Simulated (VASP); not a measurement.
# WSe2: what moves the LDA gap besides the functional, part 2 of 2

Aim: test what besides the functional moves the gap of WSe2. The starting structure is a measured crystal structure from the Crystallography Open Database. The atoms were first relaxed with LDA in that cell, in a run that isn't shown, and the relaxed structure is the one below.

VASP 6.6.1.

Results so far: reference 0.918 eV; cell and atoms relaxed by LDA 0.861 eV; no band path 1.028 eV.

The database entry behind the starting cell differs from later determinations by our own check (a about 0.2 % long), so it need not match the best structure at ambient conditions.

## Step 5: Bands with a cutoff of 500 eV

Level of this step: LDA; plane waves and PAW (W, Se) (VASP).

Against step 2 the input has ENCUT = 500.

File INCAR:

```
SYSTEM = WSe2
PREC = Accurate
ENCUT = 500
EDIFF = 1E-06
NELM = 100
ISMEAR = 0
SIGMA = 0.03
LREAL = .FALSE.
ALGO = Normal
GGA = CA
NBANDS = 34
LASPH = .TRUE.
LORBIT = 11
LWAVE = .FALSE.
LCHARG = .FALSE.
KPAR = 16
```

File POSCAR:

```
WSe2
1.0
    3.2900000000      0.0000000000      0.0000000000
   -1.6450000000      2.8492235785      0.0000000000
    0.0000000000      0.0000000000     12.9700000000
W Se
2 4
Direct
    0.6666666667      0.3333333333      0.7500000000
    0.3333333333      0.6666666667      0.2500000000
    0.6666666667      0.3333333333      0.3775150786
    0.3333333333      0.6666666667      0.8775150786
    0.6666666667      0.3333333333      0.1224849214
    0.3333333333      0.6666666667      0.6224849214
```

File KPOINTS:

```
Automatic mesh
0
Gamma
9 9 2
0 0 0
```

File KPOINTS_OPT:

```
Line mode
8
Line-mode
Reciprocal
  0.00000000   0.00000000   0.00000000 GAMMA
  0.50000000   0.00000000   0.00000000 M

  0.50000000   0.00000000   0.00000000 M
  0.33333333   0.33333333   0.00000000 K

  0.33333333   0.33333333   0.00000000 K
  0.00000000   0.00000000   0.00000000 GAMMA

  0.00000000   0.00000000   0.00000000 GAMMA
  0.00000000   0.00000000   0.50000000 A

  0.00000000   0.00000000   0.50000000 A
  0.50000000   0.00000000   0.50000000 L

  0.50000000   0.00000000   0.50000000 L
  0.33333333   0.33333333   0.50000000 H

  0.33333333   0.33333333   0.50000000 H
  0.00000000   0.00000000   0.50000000 A

  0.50000000   0.00000000   0.50000000 L
  0.50000000   0.00000000   0.00000000 M

  0.33333333   0.33333333   0.00000000 K
  0.33333333   0.33333333   0.50000000 H
```

Potentials, in the order of the species: W and Se (LDA family, release 64).

Command:

```console
mpirun -np 16 vasp_std
```

Output:

```text
[... set-up lines as in an earlier step ...]
 entering main loop
       N       E                     dE             d eps       ncg     rms          rms(c)
DAV:   1     0.151759415621E+03    0.15176E+03   -0.14787E+04  1632   0.894E+02
DAV:   2    -0.382392546418E+02   -0.19000E+03   -0.17800E+03  2032   0.193E+02
DAV:   3    -0.505738370710E+02   -0.12335E+02   -0.12158E+02  2028   0.478E+01
DAV:   4    -0.506980964943E+02   -0.12426E+00   -0.12410E+00  1976   0.511E+00
[...]
DAV:  12    -0.486286809152E+02    0.64347E-04   -0.21012E-04  1972   0.623E-02    0.479E-02
DAV:  13    -0.486286817576E+02   -0.84244E-06   -0.15083E-05  1844   0.159E-02    0.195E-02
DAV:  14    -0.486286812632E+02    0.49445E-06   -0.22153E-06  1620   0.648E-03
   1 F= -.48628681E+02 E0= -.48628681E+02  d E =-.316248E-22
 Start KPOINTS_OPT (optional k-point list driver)
k-point batch [1-24\72]
       N       E                     dE             ncg
DAV:   1     0.457730435805E+04   -0.16690E+05     1632
DAV:   2     0.213840948386E+02   -0.45559E+04     2058
DAV:   3    -0.273279416014E+03   -0.29466E+03     2014
DAV:   4    -0.276162036329E+03   -0.28826E+01     1984
DAV:   5    -0.276184076889E+03   -0.22041E-01     2020
DAV:   6    -0.276184367424E+03   -0.29054E-03     2030
DAV:   7    -0.276184371803E+03   -0.43794E-05     1848
DAV:   8    -0.276184371968E+03   -0.16493E-06     1450
[...]
k-point batch [49-72\72]
       N       E                     dE             ncg
DAV:   1     0.438417486527E+04   -0.23478E+05     1632
DAV:   2    -0.551883135346E+02   -0.44394E+04     1976
DAV:   3    -0.348973872909E+03   -0.29379E+03     1978
DAV:   4    -0.351942457787E+03   -0.29686E+01     1944
DAV:   5    -0.351963735874E+03   -0.21278E-01     1976
DAV:   6    -0.351963985762E+03   -0.24989E-03     1998
DAV:   7    -0.351963989085E+03   -0.33224E-05     1684
DAV:   8    -0.351963989251E+03   -0.16648E-06     1446
```

Wall time 18 s (16 MPI ranks of Intel Xeon 6975P-C (Granite Rapids), shared host); peak memory 4.8 GiB; 4.7 min of CPU time.

From OUTCAR (step 5):

```text
  Total       -2.3274916     -2.3274916     -0.5664249      0.0000000     -0.0000000      0.0000000
  in kB      -30.6715911    -30.6715911     -7.4643249      0.0000000     -0.0000000      0.0000000
  external PRESSURE =     -22.9358357 kB  Pullay stress =       0.0000000 kB

 POSITION                                       TOTAL-FORCE (eV/Angst)
 -----------------------------------------------------------------------------------
      1.64500      0.94974      9.72750        -0.000000      0.000000      0.000000
     -0.00000      1.89948      3.24250        -0.000000      0.000000      0.000000
      1.64500      0.94974      4.89637         0.000000      0.000000     -0.000176
     -0.00000      1.89948     11.38137        -0.000000      0.000000     -0.000176
      1.64500      0.94974      1.58863         0.000000      0.000000      0.000176
     -0.00000      1.89948      8.07363        -0.000000     -0.000000      0.000176
 -----------------------------------------------------------------------------------
    total drift:                               -0.000000      0.000000     -0.000000

  FREE ENERGIE OF THE ION-ELECTRON SYSTEM (eV)
  ---------------------------------------------------
  free  energy   TOTEN  =       -48.6286812632 eV

  energy  without entropy=      -48.6286812632  energy(sigma->0) =      -48.62868126

[... 1 part as in an earlier step ...]

[... 2 further parts left out ...]
[key lines of the parts left out:]
E-fermi :   5.5457
```

With a cutoff of 500 eV the gap is 0.918 eV, +0.000 eV from the reference.

## Step 6: Bands with a 12×12×4 mesh

Against step 2 the input has a 12×12×4 mesh.

Changes to INCAR since step 5:

```diff
@@ -2,3 +2,3 @@
 PREC = Accurate
-ENCUT = 500
+ENCUT = 350
 EDIFF = 1E-06
```

POSCAR is that of step 5.

File KPOINTS:

```
Automatic mesh
0
Gamma
12 12 4
0 0 0
```

KPOINTS_OPT is that of step 5.

Command:

```console
mpirun -np 16 vasp_std
```

Output:

```text
[... set-up lines as in an earlier step ...]
 entering main loop
       N       E                     dE             d eps       ncg     rms          rms(c)
DAV:   1     0.117042968150E+03    0.11704E+03   -0.11851E+04  3884   0.669E+02
DAV:   2    -0.413196142549E+02   -0.15836E+03   -0.14894E+03  4874   0.167E+02
DAV:   3    -0.506164542164E+02   -0.92968E+01   -0.91854E+01  4934   0.401E+01
DAV:   4    -0.506953998689E+02   -0.78946E-01   -0.78881E-01  4740   0.404E+00
[...]
DAV:  12    -0.486238830978E+02    0.73844E-04   -0.23250E-04  4726   0.654E-02    0.484E-02
DAV:  13    -0.486238841891E+02   -0.10913E-05   -0.16198E-05  4356   0.168E-02    0.188E-02
DAV:  14    -0.486238836395E+02    0.54963E-06   -0.22954E-06  4002   0.664E-03
   1 F= -.48623884E+02 E0= -.48623884E+02  d E =-.212973E-14
 Start KPOINTS_OPT (optional k-point list driver)
k-point batch [1-57\72]
       N       E                     dE             ncg
DAV:   1     0.895527051285E+04   -0.28052E+05     3876
DAV:   2    -0.368710912183E+02   -0.89921E+04     5016
DAV:   3    -0.547756261624E+03   -0.51089E+03     4794
DAV:   4    -0.551991044700E+03   -0.42348E+01     4694
DAV:   5    -0.552025428311E+03   -0.34384E-01     4704
DAV:   6    -0.552025925466E+03   -0.49715E-03     4836
DAV:   7    -0.552025933006E+03   -0.75393E-05     4198
DAV:   8    -0.552025933313E+03   -0.30779E-06     3416
k-point batch [58-72\72]
       N       E                     dE             ncg
DAV:   1     0.275203706674E+05   -0.15150E+05     1020
DAV:   2     0.252710284615E+05   -0.22493E+04     1252
DAV:   3     0.251370881484E+05   -0.13394E+03     1238
DAV:   4     0.251359517531E+05   -0.11364E+01     1196
DAV:   5     0.251359437892E+05   -0.79639E-02     1218
DAV:   6     0.251359436885E+05   -0.10078E-03     1252
DAV:   7     0.251359436875E+05   -0.96267E-06      996
```

Run time: 15 s. Hardware: 16 MPI ranks; peak memory 4.8 GiB; 3.8 min of CPU time.

OUTCAR, selected parts (step 6):

```text
  Total       -2.4222113     -2.4222113     -0.6628569      0.0000000     -0.0000000      0.0000000
  in kB      -31.9198032    -31.9198032     -8.7351017      0.0000000     -0.0000000      0.0000000
  external PRESSURE =     -24.1915693 kB  Pullay stress =       0.0000000 kB

 POSITION                                       TOTAL-FORCE (eV/Angst)
 -----------------------------------------------------------------------------------
      1.64500      0.94974      9.72750         0.000000      0.000000      0.000000
     -0.00000      1.89948      3.24250         0.000000      0.000000      0.000000
      1.64500      0.94974      4.89637        -0.000000      0.000000     -0.000150
     -0.00000      1.89948     11.38137        -0.000000      0.000000     -0.000150
      1.64500      0.94974      1.58863        -0.000000      0.000000      0.000150
     -0.00000      1.89948      8.07363         0.000000      0.000000      0.000150
 -----------------------------------------------------------------------------------
    total drift:                               -0.000000      0.000000     -0.000000

  FREE ENERGIE OF THE ION-ELECTRON SYSTEM (eV)
  ---------------------------------------------------
  free  energy   TOTEN  =       -48.6238836395 eV

  energy  without entropy=      -48.6238836395  energy(sigma->0) =      -48.62388364

[... 1 part as in an earlier step ...]

[... 2 further parts left out ...]
[key lines of the parts left out:]
E-fermi :   5.4952
```

With a 12×12×4 mesh the gap is 0.918 eV, +0.000 eV from the reference.

## Step 7: Comparison

| run | gap (eV) | change (eV) | core minutes |
| --- | --- | --- | --- |
| reference | 0.918 | - | 3.04 |
| cell and atoms relaxed by LDA | 0.861 | -0.057 | 2.77 |
| no band path | 1.028 | 0.11 | 1.44 |
| a cutoff of 500 eV | 0.918 | 0.0 | 4.85 |
| a 12×12×4 mesh | 0.918 | 0.0 | 4.0 |

Core minutes are wall time times ranks of the run shown, on a shared host.

## Step 8: Outcome

```yaml
reference_gap: 0.918 eV
gap_with_cell_and_atoms_relaxed_by_lda: 0.861 eV
gap_with_no_band_path: 1.028 eV
gap_with_a_cutoff_of_500_ev: 0.918 eV
gap_with_a_12x12x4_mesh: 0.918 eV
```

**Reading.** Among the runs that read a gap along the path, the one with cell and atoms relaxed by LDA moves it most, by -0.057 eV. On finer settings it changes by +0.000 eV with a cutoff of 500 eV and +0.000 eV with a 12×12×4 mesh. Read on the mesh alone, without a band path, the gap comes out +0.110 eV from the reference: such a gap is an upper bound, and here at least one band edge lies off the mesh points. The functional's own error isn't tested here. Further runs on this material are not shown.

[Lines on the potential files, build, host, timing and source positions are cut from VASP's logs without a mark.]

[Logs are printed without paths, hosts, clocks, repeated set-up lines and the standing remarks that a program may print on its own settings, such as how far it seeks lower states.]

[Hosts, paths, dates, database ids (printed as entryN), source tags and the programs' standing remarks are cut or masked in the printed files.]
